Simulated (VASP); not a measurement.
VASP input:

**INCAR**
```
# general
SYSTEM   =  Al3Sc
PREC     =  Accurate
ENCUT    =  400   # plane-wave cut-off (eV)
LREAL    =  .False.   # projection in real space or not
LASPH    =  .True.   # aspherical one-centre terms

# electronic loop
EDIFF    =  1E-6   # SCF stop (eV)
NELM     =  100   # most electronic steps
ALGO     =  All   # all-band CG
LMAXMIX  =  4   # l cut-off of mixed one-centre charges

# smearing
ISMEAR   =  1   # Methfessel-Paxton
SIGMA    =  0.1   # width (eV)

# functional
GGA      =  PE   # PBE

# ions
ISIF     =  2   # forces and stress, cell fixed

# output
LWAVE    =  .False.
LCHARG   =  .False.
```

KPOINTS:
```
Regular mesh
0
G
7 7 7
```

POSCAR:
```
Al3Sc
1
    4.1820000000     0.0000000000     0.0000000000
    0.0000000000     4.1820000000     0.0000000000
    0.0000000000     0.0000000000     4.1820000000
Sc Al
1 3
Direct
  0.0000000000   0.0000000000   0.0000000000
  0.0000000000   0.5000000000   0.5000000000
  0.5000000000   0.0000000000   0.5000000000
  0.5000000000   0.5000000000   0.0000000000
```

POTCAR, in this order: Sc_sv Al (PBE.64 set). Program: vasp_std.

Task: Write an equivalent input for Quantum ESPRESSO's pw.x.

Result: One equivalent input (not run):
```
&CONTROL
  calculation = 'scf'
  pseudo_dir = './pseudo'
  outdir = './out'
  tprnfor = .true.
  tstress = .true.
/
&SYSTEM
  ibrav = 0
  nat = 4
  ntyp = 2
  ecutwfc = 78
  occupations = 'smearing'
  smearing = 'methfessel-paxton'
  degauss = 0.00735
  input_dft = 'pbe'
/
&ELECTRONS
  conv_thr = 7.3e-08
  electron_maxstep = 100
/
ATOMIC_SPECIES
  Sc 44.956 Sc.upf
  Al 26.982 Al.upf
CELL_PARAMETERS angstrom
     4.1820000    0.0000000    0.0000000
     0.0000000    4.1820000    0.0000000
     0.0000000    0.0000000    4.1820000
ATOMIC_POSITIONS crystal
  Sc   0.0000000  0.0000000  0.0000000
  Al   0.0000000  0.5000000  0.5000000
  Al   0.5000000  0.0000000  0.5000000
  Al   0.5000000  0.5000000  0.0000000
K_POINTS automatic
  7 7 7 0 0 0
```
What does not carry over: the potentials are each code's own (VASP's PAW set, PseudoDojo norm-conserving files in pw.x), so ENCUT and ecutwfc are chosen apart and not converted; conv_thr bounds pw.x's estimated SCF error, while EDIFF bounds the energy change between steps.

The compound is Al3Sc in the L1_2 structure. The cell was not relaxed at this level. The run is one of a series of settings (ALGO = All against the base run), some of them coarse on purpose.
